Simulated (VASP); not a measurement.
Computed with r2SCAN meta-GGA, VASP's PBE PAW potentials (set 64) (plane waves; VASP).

A VASP calculation is set up with these files.

KPOINTS:
```
Regular mesh
0
Gamma
  14 14 8
0 0 0
```

**INCAR**
```
ENCUT=480   ! plane-wave cut-off (eV)
LASPH=.TRUE.   ! aspherical one-centre terms
PREC=Accurate
ISMEAR=1   ! Methfessel-Paxton
LREAL=.FALSE.
ALGO=Normal   ! blocked Davidson
ISIF=2
LCHARG=.FALSE.
LMAXMIX=6   ! l cut-off of mixed one-centre charges
LWAVE=.FALSE.
EDIFF=1E-7
NELM=100
METAGGA=R2SCAN
SIGMA=0.1
SYSTEM=Os
LMIXTAU=.TRUE.
```

### POSCAR
```
Os
2.7413120
  0.5000000920  -0.8660254331   0.0000000000
  0.5000000920   0.8660254331   0.0000000000
  0.0000000000   0.0000000000   1.5747485979
Os
2
Cartesian
  0.5000000920   0.2886757217   0.3936871495
  0.5000000920  -0.2886757217   1.1810614485
```

POTCAR, in this order: Os (PBE.64 set). Program: vasp_std.

What VASP printed:

### OSZICAR
```
       N       E                     dE             d eps       ncg     rms          rms(c)
DAV:   1     0.196870981261E+02    0.19687E+02   -0.76632E+03  2880   0.126E+03
DAV:   2    -0.101257618877E+03   -0.12094E+03   -0.10930E+03  3120   0.403E+02
DAV:   3    -0.108513385216E+03   -0.72558E+01   -0.67403E+01  3428   0.814E+01
DAV:   4    -0.108697196978E+03   -0.18381E+00   -0.18105E+00  3120   0.128E+01
DAV:   5    -0.108699563840E+03   -0.23669E-02   -0.23613E-02  3328   0.119E+00    0.222E+01
DAV:   6    -0.106254325840E+03    0.24452E+01   -0.77241E-01  2948   0.847E+00    0.113E+01
DAV:   7    -0.105093186227E+03    0.11611E+01   -0.25226E+00  3244   0.146E+01    0.272E+00
DAV:   8    -0.105867371778E+03   -0.77419E+00   -0.41500E-01  3092   0.602E+00    0.294E-01
DAV:   9    -0.105999961150E+03   -0.13259E+00   -0.73731E-02  3136   0.243E+00    0.358E-01
DAV:  10    -0.105999815641E+03    0.14551E-03   -0.27877E-03  3076   0.521E-01    0.149E-01
DAV:  11    -0.105999473665E+03    0.34198E-03   -0.19853E-03  3096   0.383E-01    0.845E-02
DAV:  12    -0.106000226056E+03   -0.75239E-03   -0.17527E-04  2916   0.151E-01    0.802E-02
DAV:  13    -0.106000386849E+03   -0.16079E-03   -0.57588E-05  2984   0.714E-02    0.320E-02
DAV:  14    -0.106000367874E+03    0.18975E-04   -0.98137E-06  3056   0.334E-02    0.144E-02
DAV:  15    -0.106000385123E+03   -0.17250E-04   -0.19845E-06  3120   0.152E-02    0.108E-03
DAV:  16    -0.106000381666E+03    0.34578E-05   -0.30651E-07  2592   0.627E-03    0.110E-03
DAV:  17    -0.106000384276E+03   -0.26102E-05   -0.24638E-07  2516   0.458E-03    0.334E-04
DAV:  18    -0.106000381923E+03    0.23531E-05   -0.25916E-08  1456   0.166E-03    0.285E-04
DAV:  19    -0.106000382601E+03   -0.67816E-06   -0.32176E-09  1464   0.842E-04    0.450E-04
DAV:  20    -0.106000382291E+03    0.30978E-06   -0.16127E-09  1456   0.438E-04    0.905E-05
DAV:  21    -0.106000382351E+03   -0.59796E-07   -0.29724E-10  1464   0.230E-04
   1 F= -.10600038E+03 E0= -.10599993E+03  d E =-.135885E-02
```

**OUTCAR**
```
------------------------ aborting loop because EDIFF is reached ----------------------------------------
  FORCE on cell =-STRESS in cart. coord.  units (eV):
  Direction    XX          YY          ZZ          XY          YZ          ZX
  --------------------------------------------------------------------------------------
  Total        0.0033071      0.0033071      0.0098227      0.0000000      0.0000000      0.0000000
  in kB        0.1885993      0.1885993      0.5601735      0.0000000      0.0000000      0.0000000
  external PRESSURE =       0.3124574 kB  Pullay stress =       0.0000000 kB
  volume of cell :       28.09
      direct lattice vectors                 reciprocal lattice vectors
     1.370656252 -2.374045912  0.000000000     0.364788764 -0.210610923  0.000000000
     1.370656252  2.374045912  0.000000000     0.364788764  0.210610923  0.000000000
     0.000000000  0.000000000  4.316877229     0.000000000  0.000000000  0.231648932
 POSITION                                       TOTAL-FORCE (eV/Angst)
 -----------------------------------------------------------------------------------
      1.37066      0.79135      1.07922        -0.000000     -0.000000      0.000000
      1.37066     -0.79135      3.23766         0.000000      0.000000      0.000000
 -----------------------------------------------------------------------------------
    total drift:                               -0.000000      0.000025     -0.000020
  FREE ENERGIE OF THE ION-ELECTRON SYSTEM (eV)
  ---------------------------------------------------
  free  energy   TOTEN  =      -106.0003823509 eV

  energy  without entropy=     -105.9990235042  energy(sigma->0) =     -105.99992940
```
(Selected blocks of OUTCAR.)

The compound is Os in the hcp structure. It was relaxed first.
